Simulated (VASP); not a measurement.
Here is the system:

```
WSe2
1.0
    1.68277    -2.91465     0.00000
    1.68277     2.91465     0.00000
    0.00000     0.00000    13.33154
W Se
2 4
Direct
  0.33333   0.66667   0.25000
  0.66667   0.33333   0.75000
  0.33333   0.66667   0.87910
  0.66667   0.33333   0.37910
  0.66667   0.33333   0.12090
  0.33333   0.66667   0.62090
```

Method: optB86b-vdW, VASP's PBE PAW potentials (set 64) (plane waves; VASP 6.6.1). Numerical set-up: 520 eV cut-off, 8×8×2 Γ-centred mesh, Gaussian smearing of 0.050 eV, potentials W_sv Se.

Q: The ions and cell shape at fixed volume are relaxed. Predict the relaxed structure.

A: 
```
WSe2
1.0
    1.65922    -2.87385     0.00000
    1.65922     2.87385     0.00000
    0.00000     0.00000    13.71276
W Se
2 4
Cartesian
  1.65922   0.95795   3.42819
  1.65922  -0.95795  10.28457
  1.65922   0.95795  11.96923
  1.65922  -0.95795   5.11285
  1.65922  -0.95795   1.74353
  1.65922   0.95795   8.59992
```
Space group P6_3/mmc (194), at a tolerance of 0.03 Å.

Q: How much energy does the relaxation gain?

A: The energy (σ→0) changes by -22.4 meV/atom, in 8 ionic steps.

The compound is WSe2 in the 2H layered structure. This cell is one point of a volume scan, at 1.06 of the reference volume. Symmetry was kept, so distortions that lower it aren't found.
